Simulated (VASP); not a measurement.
Output of a VASP run:

File OSZICAR:
```
...
DAV:   2    -0.588092674177E+02   -0.14869E+03   -0.14475E+03   614   0.340E+02
DAV:   3    -0.704088578525E+02   -0.11600E+02   -0.11417E+02   734   0.993E+01
DAV:   4    -0.706797927670E+02   -0.27093E+00   -0.27078E+00   638   0.182E+01
DAV:   5    -0.706894439870E+02   -0.96512E-02   -0.96511E-02   782   0.320E+00    0.470E+00
DAV:   6    -0.654692202388E+02    0.52202E+01   -0.28452E+00   692   0.329E+01    0.405E+00
DAV:   7    -0.654878799985E+02   -0.18660E-01   -0.70112E-01   572   0.116E+01    0.221E+00
DAV:   8    -0.655166577350E+02   -0.28778E-01   -0.66839E-01   560   0.735E+00    0.861E-01
DAV:   9    -0.656009599483E+02   -0.84302E-01   -0.27311E-01   560   0.459E+00    0.648E-01
DAV:  10    -0.655993616912E+02    0.15983E-02   -0.27955E-02   650   0.198E+00    0.391E-01
DAV:  11    -0.656056860631E+02   -0.63244E-02   -0.15518E-02   590   0.119E+00    0.924E-02
DAV:  12    -0.656032964809E+02    0.23896E-02   -0.11327E-02   584   0.117E+00    0.184E-01
DAV:  13    -0.656063089521E+02   -0.30125E-02   -0.15782E-03   590   0.405E-01    0.938E-02
DAV:  14    -0.656076928442E+02   -0.13839E-02   -0.89882E-04   632   0.334E-01    0.294E-02
DAV:  15    -0.656079641831E+02   -0.27134E-03   -0.32533E-04   566   0.207E-01    0.145E-02
DAV:  16    -0.656079650528E+02   -0.86970E-06   -0.94554E-06   764   0.306E-02
   1 F= -.65607965E+02 E0= -.65607965E+02  d E =-.656080E+02
       N       E                     dE             d eps       ncg     rms          rms(c)
DAV:   1    -0.657524952071E+02   -0.14453E+00   -0.49236E+00   692   0.430E+01    0.219E+00
DAV:   2    -0.656268665999E+02    0.12563E+00   -0.28341E-01   680   0.946E+00    0.806E-01
DAV:   3    -0.656099091399E+02    0.16957E-01   -0.77190E-02   702   0.528E+00    0.167E-01
DAV:   4    -0.656110501721E+02   -0.11410E-02   -0.45976E-03   566   0.849E-01    0.139E-01
DAV:   5    -0.656093720555E+02    0.16781E-02   -0.39273E-03   572   0.670E-01    0.516E-02
DAV:   6    -0.656099736152E+02   -0.60156E-03   -0.73640E-03   560   0.929E-01    0.270E-02
DAV:   7    -0.656114640062E+02   -0.14904E-02   -0.13108E-03   572   0.354E-01    0.949E-03
DAV:   8    -0.656114143125E+02    0.49694E-04   -0.31872E-05   590   0.456E-02    0.714E-03
DAV:   9    -0.656114729214E+02   -0.58609E-04   -0.45539E-05   578   0.717E-02    0.218E-03
DAV:  10    -0.656114717373E+02    0.11842E-05   -0.10349E-06   498   0.893E-03    0.287E-03
DAV:  11    -0.656114676740E+02    0.40633E-05   -0.47220E-07   322   0.947E-03    0.552E-03
DAV:  12    -0.656114679692E+02   -0.29526E-06   -0.30517E-07   304   0.494E-03
   2 F= -.65611468E+02 E0= -.65611468E+02  d E =-.350292E-02
       N       E                     dE             d eps       ncg     rms          rms(c)
DAV:   1    -0.656235352184E+02   -0.12068E-01   -0.38239E-01   686   0.115E+01    0.627E-01
DAV:   2    -0.656132963954E+02    0.10239E-01   -0.23055E-02   680   0.276E+00    0.226E-01
DAV:   3    -0.656119859344E+02    0.13105E-02   -0.59692E-03   688   0.148E+00    0.534E-02
DAV:   4    -0.656121014684E+02   -0.11553E-03   -0.33140E-04   560   0.228E-01    0.423E-02
DAV:   5    -0.656119821128E+02    0.11936E-03   -0.25506E-04   560   0.172E-01    0.137E-02
DAV:   6    -0.656120757868E+02   -0.93674E-04   -0.43721E-04   560   0.231E-01    0.622E-03
DAV:   7    -0.656121337957E+02   -0.58009E-04   -0.66953E-05   572   0.790E-02    0.254E-03
DAV:   8    -0.656121345428E+02   -0.74716E-06   -0.14377E-06   430   0.987E-03
   3 F= -.65612135E+02 E0= -.65612135E+02  d E =-.416949E-02
```

OUTCAR:
```
------------------------ aborting loop because EDIFF is reached ----------------------------------------
  FORCE on cell =-STRESS in cart. coord.  units (eV):
  Direction    XX          YY          ZZ          XY          YZ          ZX
  --------------------------------------------------------------------------------------
  Total       -0.0073639     -0.0073639     -0.0073639      0.0000000      0.0000000     -0.0000000
  in kB       -0.2215256     -0.2215256     -0.2215256      0.0000000      0.0000000     -0.0000000
  external PRESSURE =      -0.2215256 kB  Pullay stress =       0.0000000 kB
  volume of cell :       53.26
      direct lattice vectors                 reciprocal lattice vectors
     0.000000000  2.986222618  2.986222618    -0.167435608  0.167435608  0.167435608
     2.986222618  0.000000000  2.986222618     0.167435608 -0.167435608  0.167435608
     2.986222618  2.986222618 -0.000000000     0.167435608  0.167435608 -0.167435608
  FREE ENERGIE OF THE ION-ELECTRON SYSTEM (eV)
  ---------------------------------------------------
  free  energy   TOTEN  =       -65.6121345428 eV

  energy  without entropy=      -65.6121345428  energy(sigma->0) =      -65.61213454

 reached required accuracy - stopping structural energy minimisation
```
(Selected blocks of OUTCAR.)

### POSCAR
```
PbS
1
    0.0000000000     2.9657500000     2.9657500000
    2.9657500000     0.0000000000     2.9657500000
    2.9657500000     2.9657500000     0.0000000000
Pb S
1 1
Direct
  0.0000000000   0.0000000000   0.0000000000
  0.5000000000   0.5000000000   0.5000000000
```

Question: Reconstruct the remaining input files.

Answer: One answer among several that fit: the input of the run itself, r2SCAN meta-GGA, plane waves, VASP's PBE PAW potentials (set 64).

### INCAR
```
ALGO = Normal
EDIFF = 1E-6
EDIFFG = -0.01
ENCUT = 400
IBRION = 2
ISIF = 3
ISMEAR = 0
LASPH = .TRUE.
LCHARG = .FALSE.
LMAXMIX = 4
LMIXTAU = .TRUE.
LREAL = .FALSE.
LWAVE = .FALSE.
METAGGA = R2SCAN
NELM = 100
NSW = 60
PREC = Accurate
SIGMA = 0.05
SYSTEM = PbS
```

### KPOINTS
```
Automatic mesh
0
Gamma
 7 7 7
```

POTCAR, in this order: Pb_d S (PBE.64 set). Program: vasp_std.

Energy and stress use the plane-wave basis of the starting cell.

The structure comes from a measured PbS entry (Fm-3m) of the Crystallography Open Database, whose conditions weren't checked. This run relaxes it. Symmetry was kept, so distortions that lower it aren't found.
